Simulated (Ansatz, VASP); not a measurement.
# Cross-check of Ga2O3 (partly crystallised Ga2O3) between VASP and Ansatz

Aim: how closely do two programs agree when they are given the same cell, functional and k mesh? Of the first pair: The structure shown is the start of the Ansatz relaxation below; VASP solves that cell, so the two are compared at the walk's first step.

Method: plane waves, with VASP 6.6.1 beside it; LDA, in Ansatz 0.2.0.

### 1. The structure

The cell holds 100 atoms: 40 Ga and 60 O. Cell: a = 10.071 Å, b = 10.071 Å, c = 10.071 Å, α = 90.0°, β = 90.0°, γ = 90.0°. As first built, before any earlier steps moved the atoms or strained the cell (in the runner's words): 100 atoms (40 Fe, 60 O) placed at random at 4.44 g/cm^3, melted at 5000 K for 10 ps at fixed volume with the Morse and Coulomb pair potential with partial charges (Pedone, Malavasi, Menziani, Cormack and Segre, J. Phys. Chem. B 110, 11780 (2006)). Quenched from 5000 K to 300 K at 100 K/ps and fixed volume, held 10 ps at zero pressure, then minimised at fixed cell. Then Fe was replaced by Ga and the cell scaled by 1.003 (the potential has no terms for the new elements, so the cell is a start for a DFT relaxation).

### 2. Ansatz: relaxation, LDA

Ansatz runs on its PAW soft_1 files.

The two programs are compared at the cell with which this relaxation starts, whose forces are those of its first step.

Contents of input.yaml:

```yaml
crystal:
  lattice:
    - [10.07124, 0.0, 0.0]
    - [0.0, 10.07124, 0.0]
    - [0.0, 0.0, 10.07124]
  atoms:
    - { symbol: Ga, position: [0.63622, 0.90455, 0.69049] }
    - { symbol: Ga, position: [0.41032, 0.2344, 0.01712] }
    - { symbol: Ga, position: [0.41312, 0.63753, 0.98264] }
    - { symbol: Ga, position: [0.91728, 0.48295, 0.43234] }
    - { symbol: Ga, position: [0.39352, 0.67083, 0.63217] }
    - { symbol: Ga, position: [0.38542, 0.02646, 0.53781] }
    - { symbol: Ga, position: [0.19429, 0.37331, 0.53744] }
    - { symbol: Ga, position: [0.89817, 0.16694, 0.34594] }
    - { symbol: Ga, position: [0.14474, 0.93974, 0.31612] }
    - { symbol: Ga, position: [0.45417, 0.02805, 0.85296] }
    - { symbol: Ga, position: [0.15475, 0.27431, 0.27387] }
    - { symbol: Ga, position: [0.88318, 0.59363, 0.98327] }
    - { symbol: Ga, position: [0.6717, 0.33286, 0.91532] }
    - { symbol: Ga, position: [0.67028, 0.7181, 0.50138] }
    - { symbol: Ga, position: [0.40281, 0.71767, 0.28462] }
    - { symbol: Ga, position: [0.4497, 0.45103, 0.4647] }
    - { symbol: Ga, position: [0.68838, 0.11149, 0.09084] }
    - { symbol: Ga, position: [0.89778, 0.37732, 0.15329] }
    - { symbol: Ga, position: [0.19899, 0.16654, 0.73969] }
    - { symbol: Ga, position: [0.92734, 0.85764, 0.09993] }
    - { symbol: Ga, position: [0.64144, 0.22297, 0.61775] }
    - { symbol: Ga, position: [0.13204, 0.62, 0.20269] }
    - { symbol: Ga, position: [0.65879, 0.5404, 0.71505] }
    - { symbol: Ga, position: [0.68648, 0.63144, 0.24216] }
    - { symbol: Ga, position: [0.19806, 0.95203, 0.98691] }
    - { symbol: Ga, position: [0.93035, 0.43573, 0.78289] }
    - { symbol: Ga, position: [0.89296, 0.96873, 0.5492] }
    - { symbol: Ga, position: [0.94132, 0.24368, 0.6206] }
    - { symbol: Ga, position: [0.88895, 0.78107, 0.76909] }
    - { symbol: Ga, position: [0.14762, 0.90264, 0.68038] }
[... 64 atom lines left out ...]
    - { symbol: O, position: [0.99148, 0.21795, 0.18873] }
    - { symbol: O, position: [0.53858, 0.07694, 0.67574] }
    - { symbol: O, position: [0.29781, 0.38562, 0.36208] }
    - { symbol: O, position: [0.24018, 0.11128, 0.29661] }
    - { symbol: O, position: [0.32617, 0.25955, 0.84758] }
    - { symbol: O, position: [0.9836, 0.41483, 0.97669] }
kpoints:
  mp_grid: { grid: [1, 1, 1] }
hamiltonian:
  xc: lda
  pseudopotentials: { kind: paw, azcp: { folder: soft_1 }, xc_functional: pbe }
scf:
  occupations: { method: gaussian, width: 0.05 }
output:
  forces: true
relax:
  f_tol: 0.05
  max_steps: 120
```

On the command line:

```bash
$ ansatz run input.yaml --threads 4 --pin off --max-ram 8192MiB --backend cpu --events-out ev --progress --plain --runs-dir out
```

Numbers of over 12 decimals in the logs are rounded to 6 here.

Output:

```text
Engine: ansatz 0.2.0, x86_64-unknown-linux-gnu
Pseudopotentials: kind: paw
Pseudopotential: Ga, paw, valence charge 13, recommended cutoff 420 eV (normal), soft_1/Ga.paw.azcp
Pseudopotential: O, paw, valence charge 6, recommended cutoff 420 eV (normal), soft_1/O.paw.azcp
Functional definition: SPW92
  exchange = slater_x
  correlation = pw_c
Crystal: 100 atoms, lattice volume = 1021.525 Å³
Basis set: ecut = 420 eV, 20005 PW (Γ)
Bands: 540, of which v1, the nominal top of the filled ones, is band 440 counted from 1 (439 counted from 0)
Symmetry: 1 space group operations
Space group: P1 (ITA 1), of the structure as read, at distance tolerance 1.0e-4 Å
k-points: 1
Non-local potential: Ga, projectors of the file, l = 0: 2, l = 1: 2, l = 2: 3, l = 3: 1
Non-local potential: O, projectors of the file, l = 0: 2, l = 1: 2, l = 2: 1
PAW form: soft (Blöchl's): semilocal exchange-correlation on the pseudo side does not see the compensation charge
PAW frozen core: Ga, regenerated for the run's functional, and the local potential with it (the file was generated under x = pbe(κ = 0.804, μ = 0.219515), c = pbe(β = 0.066725))
PAW frozen core: O, regenerated for the run's functional, and the local potential with it (the file was generated under x = pbe(κ = 0.804, μ = 0.219515), c = pbe(β = 0.066725))
PAW one-centre angular grid: Ga, 590 points (default); XC on 64 Gauss nodes
PAW one-centre angular grid: O, 110 points (default); XC on 64 Gauss nodes
Initial density: superposition of atomic densities (chi_scale 0.1, normalization cell, long waves kept (reshape's long-wave potential 0.16 eV rms))
Initial wavefunctions: pseudopotential atomic-orbital guess
Functional: x = slater, c = lda
SCF iter   1: F=—  HF=-181647.602499 eV  |F-HF|=—  |Δ(HF+E_count)|=         —  Δρ=1.15e-1  dr2=5.91e1  ethr=3.10e-3  ⟨swp⟩=5.0  Hψ=1717  notcnv=0  defer=47
preconditioner: auto → Resta (q_TF=auto, 2.661 Å⁻¹)  ε∞=4.4  [insulator: Δε(μ)=2.194 eV  Ē_g=18.716 eV  σ=0.050 eV  W_gap=1.00  n_scr=340 (ndim 8)  ℏωp=34.5 eV  f_vac=0.007  D(μ)=0.00/eV (n_scr^D=0)  ε∞_Penn≈4.4]
SCF iter   2: F=—  HF=-181632.509788 eV  |F-HF|=—  |Δ(HF+E_count)|=    1.51e1  Δρ=5.26e-2  dr2=1.43e1  ethr=3.10e-3  ⟨swp⟩=2.0  Hψ=1007  notcnv=0  defer=94
SCF iter   3: F=—  HF=-181626.798071 eV  |F-HF|=—  |Δ(HF+E_count)|=    5.71e0  Δρ=1.61e-2  dr2=1.66e0  ethr=1.62e-3  ⟨swp⟩=3.0  Hψ=837  notcnv=0  defer=94
SCF iter   4: F=—  HF=-181625.424284 eV  |F-HF|=—  |Δ(HF+E_count)|=    1.37e0  Δρ=3.97e-3  dr2=1.27e-1  ethr=1.88e-4  ⟨swp⟩=3.0  Hψ=1009  notcnv=0  defer=93
SCF iter   5: F=—  HF=-181625.512576 eV  |F-HF|=—  |Δ(HF+E_count)|=   8.83e-2  Δρ=8.00e-4  dr2=7.84e-3  ethr=1.45e-5  ⟨swp⟩=2.0  Hψ=823  notcnv=0  defer=93
SCF iter   6: F=—  HF=-181625.513051 eV  |F-HF|=—  |Δ(HF+E_count)|=   4.75e-4  Δρ=2.54e-4  dr2=8.02e-4  ethr=8.91e-7  ⟨swp⟩=2.0  Hψ=859  notcnv=0  defer=93
SCF iter   7: F=—  HF=-181625.513566 eV  |F-HF|=—  |Δ(HF+E_count)|=   5.15e-4  Δρ=1.78e-4  dr2=2.26e-4  ethr=9.11e-8  ⟨swp⟩=2.0  Hψ=973  notcnv=0  defer=93
SCF iter   8: F=—  HF=-181625.513327 eV  |F-HF|=—  |Δ(HF+E_count)|=   2.38e-4  Δρ=4.66e-5  dr2=2.63e-5  ethr=2.57e-8  ⟨swp⟩=2.0  Hψ=884  notcnv=0  defer=93
SCF iter   9: F=-181625.513326 eV  HF=-181625.513327 eV  |F-HF|=5.59e-7  |Δ(HF+E_count)|=   7.59e-7  Δρ=1.20e-5  dr2=1.97e-6  ethr=2.99e-9  ⟨swp⟩=3.0  Hψ=1422  notcnv=0
SCF 1 converged in 9 iterations: F = -181625.513326 eV  dr2 = 1.97e-6
  greatest PAW one-centre occupation: 0.998 electrons in one spin orbital (limit 2), on the Ga atom at site 13 (counted from 0), in its partial waves of l = 2
relax step   1: F+E_penalty+E_count = -181625.51332596 eV  Δ(F+E_penalty+E_count) = +0.000e0 eV  max|allowed force component| = 1.157e0 eV/Å  Δτ_max = 0.0000 Å  (9 SCF iters, dr2 threshold 6.25e-5 eV, accepted)
Initial density: handed on by an earlier stage of this run
Initial wavefunctions: those handed on with the density
iter 1 solved again at ethr=6.11e-5 eV; its pass at ethr=3.10e-3 eV (dr2=5.38e-1 eV) is discarded
SCF iter   1: F=—  HF=-181626.869243 eV  |F-HF|=—  |Δ(HF+E_count)|=         —  Δρ=1.31e-2  dr2=5.39e-1  ethr=6.11e-5  ⟨swp⟩=1.0  Hψ=1505  notcnv=0  defer=93
preconditioner: auto → Resta (q_TF=auto, 2.661 Å⁻¹)  ε∞=4.8  [insulator: Δε(μ)=1.804 eV  Ē_g=17.661 eV  σ=0.050 eV  W_gap=1.00  n_scr=340 (ndim 8)  ℏωp=34.5 eV  f_vac=0.036  D(μ)=0.00/eV (n_scr^D=0)  ε∞_Penn≈4.8]
SCF iter   2: F=—  HF=-181626.713779 eV  |F-HF|=—  |Δ(HF+E_count)|=   1.55e-1  Δρ=6.42e-3  dr2=1.31e-1  ethr=6.11e-5  ⟨swp⟩=2.0  Hψ=756  notcnv=0  defer=93
SCF iter   3: F=—  HF=-181626.688150 eV  |F-HF|=—  |Δ(HF+E_count)|=   2.56e-2  Δρ=1.28e-3  dr2=1.30e-2  ethr=1.49e-5  ⟨swp⟩=2.0  Hψ=849  notcnv=0  defer=93
SCF iter   4: F=—  HF=-181626.687961 eV  |F-HF|=—  |Δ(HF+E_count)|=   1.88e-4  Δρ=4.06e-4  dr2=1.71e-3  ethr=1.47e-6  ⟨swp⟩=2.0  Hψ=881  notcnv=0  defer=93
[...]
atom  94  O     -0.00028428    -0.00105546    -0.00626816
  atom  95  O     -0.00424227     0.00081550     0.00042908
  atom  96  O      0.00783339     0.01805563     0.00577515
  atom  97  O      0.00423754     0.00437309    -0.00244206
  atom  98  O     -0.00280605    -0.00259331    -0.00141887
  atom  99  O     -0.00916108     0.00253138    -0.00736747
  atom 100  O      0.00310448     0.00170977    -0.00080910
  max |Σ_I F_I| component: 7.28e-5 eV/Å
--- Relaxed structure (11 steps of the walk, 9 accepted, 0 SCFs on fresh bases) ---
  F+E_penalty+E_count = -181628.20907204 eV   max|allowed force component| = 3.258e-2 eV/Å
  atoms:
    - { symbol: Ga, position: [0.640968, 0.906023, 0.694525] }
    - { symbol: Ga, position: [0.400625, 0.237192, 0.029703] }
    - { symbol: Ga, position: [0.402392, 0.630737, 0.998284] }
    - { symbol: Ga, position: [0.916745, 0.478423, 0.426102] }
    - { symbol: Ga, position: [0.396526, 0.691336, 0.636285] }
    - { symbol: Ga, position: [0.387213, 0.014421, 0.534324] }
    - { symbol: Ga, position: [0.183722, 0.398347, 0.538940] }
    - { symbol: Ga, position: [0.892996, 0.160146, 0.335686] }
    - { symbol: Ga, position: [0.143397, 0.938384, 0.305740] }
    - { symbol: Ga, position: [0.464598, 0.036483, 0.854033] }
    - { symbol: Ga, position: [0.153212, 0.262018, 0.279378] }
    - { symbol: Ga, position: [0.885034, 0.596375, 0.981034] }
    - { symbol: Ga, position: [0.642682, 0.358512, 0.936483] }
    - { symbol: Ga, position: [0.684344, 0.705562, 0.494569] }
    - { symbol: Ga, position: [0.389918, 0.729282, 0.309051] }
    - { symbol: Ga, position: [0.462654, 0.433181, 0.485650] }
    - { symbol: Ga, position: [0.694243, 0.109843, 0.078230] }
    - { symbol: Ga, position: [0.896036, 0.372777, 0.150000] }
    - { symbol: Ga, position: [0.202802, 0.167023, 0.744222] }
    - { symbol: Ga, position: [0.921229, 0.872185, 0.076380] }
    - { symbol: Ga, position: [0.670117, 0.228601, 0.642648] }
    - { symbol: Ga, position: [0.118477, 0.621588, 0.204098] }
    - { symbol: Ga, position: [0.635878, 0.557660, 0.736246] }
    - { symbol: Ga, position: [0.673653, 0.613061, 0.231801] }
[...]
- { symbol: Ga, position: [0.649352, 0.828652, 0.028663] }
    - { symbol: Ga, position: [0.385239, 0.431180, 0.801920] }
    - { symbol: Ga, position: [0.148353, 0.675492, 0.871727] }
    - { symbol: Ga, position: [0.401337, 0.040961, 0.225367] }
    - { symbol: Ga, position: [0.386500, 0.422072, 0.214257] }
    - { symbol: Ga, position: [0.633966, 0.284031, 0.312199] }
    - { symbol: Ga, position: [0.145667, 0.340766, 0.956396] }
    - { symbol: Ga, position: [0.652877, 0.932776, 0.313829] }
    - { symbol: O, position: [0.724320, 0.111781, 0.271365] }
    - { symbol: O, position: [0.474727, 0.425895, 1.005608] }
    - { symbol: O, position: [0.830369, 0.236605, 0.771528] }
    - { symbol: O, position: [0.573368, 0.744256, 0.334575] }
    - { symbol: O, position: [0.799513, 0.535071, 0.127824] }
    - { symbol: O, position: [0.562025, 0.676532, 0.079269] }
    - { symbol: O, position: [0.238874, 0.511379, 0.906099] }
    - { symbol: O, position: [0.326901, 0.658819, 0.462728] }
    - { symbol: O, position: [0.550642, 0.468767, 0.296112] }
    - { symbol: O, position: [0.995362, 0.810880, 0.596259] }
    - { symbol: O, position: [0.556750, 0.580659, 0.564425] }
    - { symbol: O, position: [0.099695, 0.752176, 0.327989] }
    - { symbol: O, position: [0.038781, 0.073340, 0.672432] }
    - { symbol: O, position: [0.756012, 0.497535, 0.864995] }
    - { symbol: O, position: [0.091334, 0.337120, 0.705150] }
    - { symbol: O, position: [0.338142, 0.452101, 0.625847] }
    - { symbol: O, position: [0.978175, 0.0021454, 0.378416] }
    - { symbol: O, position: [0.478794, 0.853925, 0.614112] }
    - { symbol: O, position: [0.838072, 0.027686, -0.00332168] }
    - { symbol: O, position: [0.315809, 0.596874, 0.182334] }
    - { symbol: O, position: [0.072400, 0.542171, 0.510920] }
    - { symbol: O, position: [0.083690, 0.938150, 0.118599] }
    - { symbol: O, position: [0.738183, 0.290059, 0.075823] }
    - { symbol: O, position: [0.790588, 0.608447, 0.387262] }
[...]
- { symbol: O, position: [0.978224, 0.610747, 0.802944] }
    - { symbol: O, position: [0.818441, 0.769653, 0.942777] }
    - { symbol: O, position: [0.994642, 0.217404, 0.191008] }
    - { symbol: O, position: [0.565238, 0.080899, 0.689039] }
    - { symbol: O, position: [0.304388, 0.383497, 0.380013] }
    - { symbol: O, position: [0.237121, 0.102066, 0.296224] }
    - { symbol: O, position: [0.314471, 0.271264, 0.862511] }
    - { symbol: O, position: [0.975239, 0.410525, 0.968116] }
```

### 3. VASP: single point, LDA, start cell, pair 1

The same cell, functional (in two slightly different forms), mesh and smearing now go to VASP, with its own data sets.

Lines of VASP's logs that name or quote its potential files are left out, and so is its time.

Contents of INCAR:

```
SYSTEM = Ga2O3
PREC = Accurate
ENCUT = 520
EDIFF = 1E-06
NELM = 120
ISMEAR = 0
SIGMA = 0.05
LREAL = Auto
ALGO = Normal
GGA = PW92
NBANDS = 512
LORBIT = 11
LWAVE = .FALSE.
LCHARG = .FALSE.
ISIF = 2
LASPH = .TRUE.
GGA_COMPAT = .FALSE.
EFERMI = MIDGAP
NCORE = 2
```

Contents of POSCAR:

```
Ga2O3
1.0
   10.0712400000      0.0000000000      0.0000000000
    0.0000000000     10.0712400000      0.0000000000
    0.0000000000      0.0000000000     10.0712400000
Ga O
40 60
Direct
    0.6362175859      0.9045460142      0.6904909425
    0.4103169024      0.2344001334      0.0171180510
    0.4131169548      0.6375282488      0.9826396750
    0.9172753305      0.4829494680      0.4323400098
    0.3935165878      0.6708310000      0.6321664462
    0.3854242377      0.0264614884      0.5378086512
    0.1942859072      0.3733105357      0.5374412684
    0.8981714268      0.1669407144      0.3459355551
    0.1447388802      0.9397353255      0.3161179755
    0.4541744611      0.0280501706      0.8529634881
    0.1547475783      0.2743058452      0.2738689575
    0.8831782382      0.5936309729      0.9832652186
    0.6717047752      0.3328587145      0.9153192656
    0.6702848904      0.7181042255      0.5013781818
    0.4028103789      0.7176673379      0.2846223504
    0.4496963631      0.4510268845      0.4646994809
    0.6883760093      0.1114857753      0.0908428356
    0.8977841855      0.3773219584      0.1532879765
    0.1989923783      0.1665435438      0.7396904453
    0.9273436042      0.8576401714      0.0999281121
    0.6414403787      0.2229715507      0.6177491550
    0.1320393517      0.6200030979      0.2026860645
    0.6587868028      0.5404001891      0.7150460122
    0.6864795199      0.6314416100      0.2421648178
    0.1980590275      0.9520277543      0.9869092584
    0.9303521711      0.4357258888      0.7828926726
    0.8929585632      0.9687287762      0.5491975169
    0.9413240078      0.2436839952      0.6205988538
    0.8889471406      0.7810656880      0.7690909957
    0.1476183668      0.9026395955      0.6803829519
[... 64 atom lines left out ...]
    0.9914767198      0.2179473431      0.1887255194
    0.5385831338      0.0769418661      0.6757360563
    0.2978084129      0.3856228230      0.3620805382
    0.2401789651      0.1112772608      0.2966069719
    0.3261663906      0.2595509590      0.8475818271
    0.9836028136      0.4148347175      0.9766920459
```

Contents of KPOINTS:

```
Automatic mesh
0
Gamma
1 1 1
0 0 0
```

Potentials, in the order of the species: Ga_d and O (LDA family, release 64).

On the command line:

```bash
$ mpirun -np 8 vasp_gam
```

Output:

```text
[banner, memory and clock lines left out]
running    8 mpi-ranks, on    1 nodes
[...]
|                                                                             |
|               ----> ADVICE to this user running VASP <----                  |
|                                                                             |
|     You enforced a specific xc type in the INCAR file but a different       |
|     [... a line on the potential file left out ...]
|     I HOPE YOU KNOW WHAT YOU ARE DOING!                                     |
|                                                                             |

 LDA part: xc-table for (Slater(with rela. corr.)+PW92), standard interpolation
 POSCAR, INCAR and KPOINTS ok, starting setup
[...]
entering main loop
       N       E                     dE             d eps       ncg     rms          rms(c)
DAV:   1     0.261292769019E+05    0.26129E+05   -0.30093E+05  1024   0.371E+03
DAV:   2     0.600616732585E+04   -0.20123E+05   -0.19144E+05  1024   0.107E+03
DAV:   3     0.193334357294E+03   -0.58128E+04   -0.55044E+04  1280   0.395E+02
DAV:   4    -0.660844721464E+03   -0.85418E+03   -0.83615E+03  1088   0.157E+02
[...]
DAV:  19    -0.669444468905E+03   -0.18436E-05   -0.61410E-05  1392   0.263E-02    0.905E-03
DAV:  20    -0.669444467430E+03    0.14750E-05   -0.77894E-06  1032   0.235E-02    0.365E-03
DAV:  21    -0.669444467636E+03   -0.20573E-06   -0.50856E-06   920   0.112E-02
   1 F= -.66944447E+03 E0= -.66944447E+03  d E =-.247618-126
```

From OUTCAR (step 3):

```text
  Total      -64.9773753    -29.1513433    -28.4436700     17.0348076     -9.5472272     16.4776614
  in kB     -101.9116681    -45.7214840    -44.6115566     26.7176944    -14.9740405     25.8438565
  external PRESSURE =     -64.0815696 kB  Pullay stress =       0.0000000 kB

 POSITION                                       TOTAL-FORCE (eV/Angst)
 -----------------------------------------------------------------------------------
      6.40750      9.10990      6.95410        -0.462565     -0.187299      0.435305
      4.13240      2.36070      0.17240         0.310882      0.651059     -0.318133
      4.16060      6.42070      9.89640        -0.343175      0.087297     -0.148374
      9.23810      4.86390      4.35420         0.115961     -0.180025      0.769461
      3.96320      6.75610      6.36670         0.173363      0.458006     -0.160660
      3.88170      0.26650      5.41640        -0.523493     -0.204299     -0.136394
      1.95670      3.75970      5.41270        -0.550757     -0.192318      0.162440
      9.04570      1.68130      3.48400         0.552483      0.426686     -0.370082
      1.45770      9.46430      3.18370         0.479801     -0.051770      0.216050
      4.57410      0.28250      8.59040         0.429670     -0.154118      0.070436
      1.55850      2.76260      2.75820        -0.281886     -0.095736     -0.480853
      8.89470      5.97860      9.90270         0.427794      0.272269      0.334859
[...]
4.85750      4.21230     10.03520        -0.075593     -0.063244     -0.190258
[...]
-----------------------------------------------------------------------------------
    total drift:                                0.012335      0.041048     -0.051807

  FREE ENERGIE OF THE ION-ELECTRON SYSTEM (eV)
  ---------------------------------------------------
  free  energy   TOTEN  =      -669.4444676359 eV

  energy  without entropy=     -669.4444676359  energy(sigma->0) =     -669.44446764

[... 3 further parts left out ...]
[key lines of the parts left out:]
E-fermi :   5.0640
```

The run ends at a pressure of -6.41 GPa, with forces up to 1.4 eV/Å.

### 4. Side by side

Known differences besides the potentials themselves: the cutoff is 420 eV in Ansatz and 520 eV in VASP (PREC = Accurate, projectors in real space); VASP's log shows a relativistic correction to its local exchange, Ansatz's none. Total energies have different zeros and are not compared.

Forces on 10 of the 100 atoms, those with the largest forces and the largest differences (eV/Å; atoms numbered as in POSCAR):

```
atom          Ansatz x, y, z            VASP x, y, z
Ga15    -1.157, 0.324, 0.755    -1.140, 0.273, 0.724
Ga31   -0.259, 1.056, -0.582   -0.244, 1.038, -0.600
Ga32   0.269, -0.731, -0.552   0.286, -0.684, -0.516
 O44   1.123, -0.075, -0.407   1.140, -0.052, -0.402
 O64   -0.746, 0.106, -0.891   -0.715, 0.115, -0.909
 O66   0.213, -1.043, -0.652   0.218, -0.998, -0.644
 O67    -0.149, 0.901, 0.011   -0.219, 0.937, -0.029
 O89    0.066, -0.123, 0.199    0.113, -0.095, 0.113
 O90  -0.416, -0.337, -0.164  -0.479, -0.394, -0.222
 O95     0.234, 0.244, 0.762     0.256, 0.179, 0.670
```

The forces differ by 29 meV/Å r.m.s., which is 8.0 % of the r.m.s. force of 0.365 eV/Å (both taken over all components).

### 5. Ansatz: relaxation, LDA

This run makes the geometry at which the two programs are then compared.

The structure compared here is the end of the Ansatz relaxation.

This is the run of step 2 again, met here at its other cell.

(Part 1 of 2 ends here.)

[Lines on the potential files, build, host, timing and source positions are cut from VASP's logs without a mark.]

[Logs are printed without paths, hosts, clocks, repeated set-up lines and the standing remarks that a program may print on its own settings, such as how far it seeks lower states.]

[Hosts, paths, dates, database ids (printed as entryN), source tags and the programs' standing remarks are cut or masked in the printed files.]
